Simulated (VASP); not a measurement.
# NaMg6Mo (Amm2) in VASP: reference runs

Reference runs on NaMg6Mo: the cell as given and a disturbed copy.

All numbers are computed with VASP 6.6.1; they aren't measurements. Logs are shortened: lines on timing, memory, paths and dates and some standing lists are left out, and cuts for length are marked.

**1. The structure**

It takes space group Amm2 (No. 38, orthorhombic). The conventional cell has a = 4.353 Å, b = 8.833 Å, c = 8.899 Å, α = 90.00°, β = 90.00°, γ = 90.00°. Around Mo (site symmetry mm2) lie 12 Mg at 2.96 to 3.14 Å. Around Mg (site symmetry mm2) lie 6 Mg at 2.88 to 3.09 Å and 2 Mo at 2.97 Å and 2 Na at 3.30 Å. Around Mg (site symmetry mm2) lie 6 Mg at 2.88 to 3.13 Å and 2 Mo at 2.96 Å and 2 Na at 3.23 Å. Mg (site symmetry m) is surrounded by 6 Mg at 2.88 to 3.12 Å and 2 Mo at 2.99 Å and 2 Na at 3.22 Å. Mg (site symmetry m) has 8 Mg at 3.09 to 3.13 Å and 2 Na at 3.13 to 3.14 Å and 2 Mo at 3.13 to 3.14 Å as nearest neighbours. Na (site symmetry mm2) has 12 Mg at 3.13 to 3.30 Å as nearest neighbours.

The cell comes from a database or a generator and needn't be the stable form of this composition.

**2. Single point, PBE**

Input file INCAR:

```
SYSTEM = NaMg6Mo
PREC = Accurate
ENCUT = 520
EDIFF = 1E-7
ISMEAR = -1
SIGMA = 0.05
LREAL = .FALSE.
LASPH = .TRUE.
NELM = 100
ALGO = Normal
ISIF = 2
LWAVE = .FALSE.
LCHARG = .FALSE.
GGA = PE
NBANDS = 26
```

Input file KPOINTS:

```
Automatic mesh
0
G
  6 5 5
  0 0 0
```

Input file POSCAR:

```
NaMg6Mo
1.0
    4.3533240000      0.0000000000      0.0000000000
    0.0000000000      4.4162795000      4.4493025000
    0.0000000000     -4.4162795000      4.4493025000
Mo Mg Na
1 6 1
Direct
    0.5000000000      0.3764160000      0.3764160000
    0.0000000000      0.1486530000      0.1486530000
    0.0000000000      0.6026360000      0.6026360000
    0.0000000000      0.1440070000      0.6079770000
    0.0000000000      0.6079770000      0.1440070000
    0.5000000000      0.3719510000      0.8778470000
    0.5000000000      0.8778470000      0.3719510000
    0.5000000000      0.8705170000      0.8705170000
```

Potentials or basis: VASP PAW PBE potentials, release 64 (Mo_sv, Mg, Na_pv).

Launch:

```bash
> cat potpaw_PBE.64/Mo_sv/POTCAR potpaw_PBE.64/Mg/POTCAR potpaw_PBE.64/Na_pv/POTCAR > POTCAR
> mpirun -np 1 vasp_std > vasp.out
```

OUTCAR:

```text
SYSTEM = NaMg6Mo
   PREC = Accurate
   ENCUT = 520
   EDIFF = 1E-7
   ISMEAR = -1
   LREAL = .FALSE.
   LASPH = .TRUE.
   NELM = 100
   ISIF = 2
   GGA = PE

 ion  position               nearest neighbor table
   1  0.500  0.376  0.376-   3 2.96   3 2.96   2 2.97   2 2.97   4 2.99   5 2.99   4 2.99   5 2.99
                             6 3.13   7 3.13   7 3.14   6 3.14
   2  0.000  0.149  0.149-   4 2.88   5 2.88   1 2.97   1 2.97   7 3.09   6 3.09   6 3.09   7 3.09
                             5 3.39   4 3.39
   3  0.000  0.603  0.603-   4 2.88   5 2.88   1 2.96   1 2.96   7 3.13   6 3.13   6 3.13   7 3.13
                             4 3.39   5 3.39
   4  0.000  0.144  0.608-   3 2.88   2 2.88   1 2.99   1 2.99   6 3.11   6 3.11   7 3.12   7 3.12
                             8 3.22   8 3.22   2 3.39   3 3.39
   5  0.000  0.608  0.144-   3 2.88   2 2.88   1 2.99   1 2.99   7 3.11   7 3.11   6 3.12   6 3.12
                             8 3.22   8 3.22   2 3.39   3 3.39
   6  0.500  0.372  0.878-   2 3.09   2 3.09   4 3.11   4 3.11   5 3.12   5 3.12   8 3.13   3 3.13
                             3 3.13   1 3.13   1 3.14   8 3.14
   7  0.500  0.878  0.372-   2 3.09   2 3.09   5 3.11   5 3.11   4 3.12   4 3.12   8 3.13   3 3.13
                             3 3.13   1 3.13   1 3.14   8 3.14
   8  0.500  0.871  0.871-   6 3.13   7 3.13   6 3.14   7 3.14   4 3.22   5 3.22   4 3.22   5 3.22

  LATTYP: Found a base centered orthorhombic cell.
 ALAT       =     8.8325590000
 B/A-ratio  =     1.0074775611
 C/A-ratio  =     0.4928723375

  Lattice vectors:

 A1 = (   0.0000000000,   4.4162795000,  -4.4493025000)
 A2 = (   0.0000000000,   4.4162795000,   4.4493025000)
 A3 = (   4.3533240000,   0.0000000000,   0.0000000000)

Analysis of symmetry for initial positions (statically):
=====================================================================
 Subroutine PRICEL returns:
 Original cell was already a primitive cell.

 Routine SETGRP: Setting up the symmetry group for a
 base centered orthorhombic supercell.

 Subroutine GETGRP returns: Found  4 space group operations
 (whereof  4 operations were pure point group operations)
 out of a pool of  8 trial point group operations.

The static configuration has the point symmetry C_2v.

Analysis of symmetry for dynamics (positions and initial velocities):
=====================================================================
 Subroutine PRICEL returns:
 Original cell was already a primitive cell.

 Routine SETGRP: Setting up the symmetry group for a
 base centered orthorhombic supercell.

 Subroutine GETGRP returns: Found  4 space group operations
 (whereof  4 operations were pure point group operations)
 out of a pool of  8 trial point group operations.

The dynamic configuration has the point symmetry C_2v.

 Subroutine INISYM returns: Found  4 space group operations
 (whereof  4 operations are pure point group operations),
[... 122 lines left out ...]
   EFERMI =   0.00;   METHOD = LEGACY
   ISMEAR =    -1;   SIGMA  =   0.05  broadening in eV -4-tet -1-fermi 0-gaus
   EFERMI_NEDOS =   21; number of points for ismear=-14 and -15
   IALGO  =     38    algorithm
   IMIX   =      4    mixing-type and parameters
     AMIX     =   0.40;   BMIX     =  1.00
     AMIX_MAG =   1.60;   BMIX_MAG =  1.00
  volume/ion in A,a.u.               =      21.39       144.31
  Fermi-wavevector in a.u.,A,eV,Ry     =   0.945902  1.787496 12.173559  0.894731
  Thomas-Fermi vector in A             =   2.073849
   LORBIT       =      0    0 simple, 1 ext, 2 COOP (PROOUT), +10 PAW based schemes
   GGA     = PE    functional components
   LHFCALC =     F    Hartree Fock is set to
   AEXX    =    0.0000 exact exchange contribution
   IVDW    =     0    specifies the selected vdW correction
   LEPSILON=     F    determine dielectric tensor
   LRPA    =     F    only Hartree local field effects (RPA)
 non-spin polarized calculation
  energy-cutoff  :      520.00
  volume of cell :      171.08
 maximum number of plane-waves:      4636
   NGX = 17   NGY = 23   NGZ = 23

 number of electron      32.9999990 magnetization

 Free energy of the ion-electron system (eV)
  ---------------------------------------------------
  ext. energy  EPLUGINS =         0.00000000
  ---------------------------------------------------
  free energy    TOTEN  =       -19.56142480 eV

  energy without entropy =      -19.53715757  energy(sigma->0) =      -19.54929119

 E-fermi :   3.2378     XC(G=0):  -8.9816

 val. band max:        3.2008905933   @ k =   0.3333  -0.2000   0.2000
 cond. band min:       3.2530135676   @ k =   0.0000  -0.4000   0.4000
 fundamental gap:      0.0521229743
 Fermi energy:         3.2377674441

 k-point     1 :       0.0000    0.0000    0.0000
  band No.  band energies     occupation
      1     -57.0979      2.00000
      2     -31.2268      2.00000
      3     -31.1476      2.00000
      4     -31.1470      2.00000
      5     -20.9937      2.00000
      6     -20.9926      2.00000
[... 685 lines left out ...]
     25       6.7471      0.00000
     26       7.5609      0.00000

 [... further k-points ...]

------------------------ aborting loop because EDIFF is reached ----------------------------------------

  FORCE on cell =-STRESS in cart. coord.  units (eV):
  Direction    XX          YY          ZZ          XY          YZ          ZX
  --------------------------------------------------------------------------------------
  -------------------------------------------------------------------------------------
  Total        0.0840859     -0.1150060     -0.1390449      0.0000000      0.0000000      0.0000000
  in kB        0.7874709     -1.0770390     -1.3021655      0.0000000      0.0000000      0.0000000
  external PRESSURE =      -0.5305779 kB  Pullay stress =       0.0000000 kB

 VOLUME and BASIS-vectors are now :
 -----------------------------------------------------------------------------
  energy-cutoff  :      520.00
  volume of cell :      171.08
      direct lattice vectors                 reciprocal lattice vectors
     4.353324000  0.000000000  0.000000000     0.229709528  0.000000000  0.000000000
     0.000000000  4.416279500  4.449302500     0.000000000  0.113217472  0.112377165
     0.000000000 -4.416279500  4.449302500     0.000000000 -0.113217472  0.112377165

 POSITION                                       TOTAL-FORCE (eV/Angst)
 -----------------------------------------------------------------------------------
      2.17666      0.00000      3.34958         0.000000      0.000000     -0.017285
      0.00000      0.00000      1.32280         0.000000      0.000000     -0.011965
      0.00000      0.00000      5.36262         0.000000      0.000000     -0.003678
      0.00000     -2.04902      3.34580         0.000000      0.053396     -0.013689
      0.00000      2.04902      3.34580         0.000000     -0.053396     -0.013689
      2.17666     -2.23418      5.56073         0.000000      0.039071      0.003834
      2.17666      2.23418      5.56073         0.000000     -0.039071      0.003834
      2.17666      0.00000      7.74639         0.000000      0.000000      0.052638
 -----------------------------------------------------------------------------------
    total drift:                                0.000000     -0.000001      0.000067

  FREE ENERGIE OF THE ION-ELECTRON SYSTEM (eV)
  ---------------------------------------------------
  free  energy   TOTEN  =       -19.5614248032 eV

  energy  without entropy=      -19.5371575680  energy(sigma->0) =      -19.54929119
```

stdout:

```text
POSCAR found type information on POSCAR MoMgNa
 POSCAR found :  3 types and       8 ions
 scaLAPACK will be used
 LDA part: xc-table for (Slater+PW92), standard interpolation
 POSCAR, INCAR and KPOINTS ok, starting setup
 FFT: planning ... GRIDC
 FFT: planning ... GRID_SOFT
 FFT: planning ... GRID
 WAVECAR not read
 entering main loop
```

It took 80 s on 1 thread of AMD EPYC 9R45 (Zen 5), shared host; peak memory 0.32 GiB.

Results:

```
Free energy            : -19.5614 eV
Pressure               : -0.1 GPa
Largest force          : 0.055 eV/Å
Band gap on the k mesh : none (metal or under the smearing width)
```

Forces in eV/Å, atoms in the order of the input:
```
Mo   0.000  0.000 -0.017
Mg   0.000  0.000 -0.012
Mg   0.000  0.000 -0.004
Mg   0.000  0.053 -0.014
Mg   0.000 -0.053 -0.014
Mg   0.000  0.039  0.004
Mg   0.000 -0.039  0.004
Na   0.000  0.000  0.053
```

**3. Single point, PBE (atoms moved at random, drawn with an rms of 0.05 Å)**

Input file INCAR:

```
  PREC = Accurate
  ENCUT = 520
  EDIFF = 1E-7
  ISMEAR = -1
  SIGMA = 0.05
  LREAL = False
  LASPH = True
  NELM = 100
  ALGO = Normal
  ISIF = 2
  LWAVE = False
  LCHARG = True
  GGA = PE
  LELF = True
  LVHAR = True
  NBANDS = 26
```

Input file KPOINTS:

```
Automatic mesh
0
Gamma
  6 5 5
```

Input file POSCAR:

```
NaMg6Mo
1.0
    4.3533240000      0.0000000000      0.0000000000
    0.0000000000      4.4162795000      4.4493025000
    0.0000000000     -4.4162795000      4.4493025000
Mo Mg Na
1 6 1
Direct
    0.5051770000      0.3812920000      0.3731360000
   -0.0168330000      0.1407640000      0.1459070000
   -0.0117030000      0.5996970000      0.6037120000
    0.0079640000      0.1490170000      0.6109590000
    0.0054380000      0.6005430000      0.1381990000
    0.4946530000      0.3748710000      0.8794280000
    0.5019970000      0.8731450000      0.3707910000
    0.5042410000      0.8747750000      0.8694580000
```

Potentials or basis: VASP PAW PBE potentials, release 64 (Mo_sv, Mg, Na_pv).

Launch:

```bash
> cat potpaw_PBE.64/Mo_sv/POTCAR potpaw_PBE.64/Mg/POTCAR potpaw_PBE.64/Na_pv/POTCAR > POTCAR
> mpirun -np 1 vasp_std > vasp.out
```

Run time: 2.8 min. Hardware: 1 thread of AMD EPYC 9R45 (Zen 5), shared host; peak memory 0.44 GiB.

It converged, with:

```yaml
Free_energy: -19.5219 eV
Pressure: 0.0 GPa
Largest_force: 0.344 eV/Å
Band_gap_on_the_k_mesh: none (metal or under the smearing width)
```

Forces in eV/Å, atoms in the order of the input:
```
Mo  -0.229 -0.215 -0.140
Mg   0.270  0.018  0.138
Mg   0.207  0.202  0.049
Mg  -0.087  0.078 -0.207
Mg  -0.062 -0.056  0.176
Mg   0.064  0.037 -0.050
Mg  -0.088 -0.029  0.041
Na  -0.074 -0.034 -0.006
```

Stress tensor (GPa, compression positive):
```
 0.19  0.00  0.04
 0.00 -0.06  0.24
 0.04  0.24 -0.15
```

Levels at points of the mesh, in eV from the Fermi level:
| k point | band 12 | band 13 | band 14 | band 15 | band 16 | band 17 | band 18 | band 19 | band 20 | band 21 |
| --- | --- | --- | --- | --- | --- | --- | --- | --- | --- | --- |
| (0.00, 0.00, 0.00) | -2.59 | -0.88 | -0.54 | -0.41 | -0.38 | 0.55 | 0.64 | 0.70 | 0.82 | 2.11 |
| (0.50, 0.00, 0.00) | -1.84 | -1.60 | -0.75 | -0.67 | -0.66 | -0.51 | 0.49 | 0.76 | 0.84 | 1.19 |
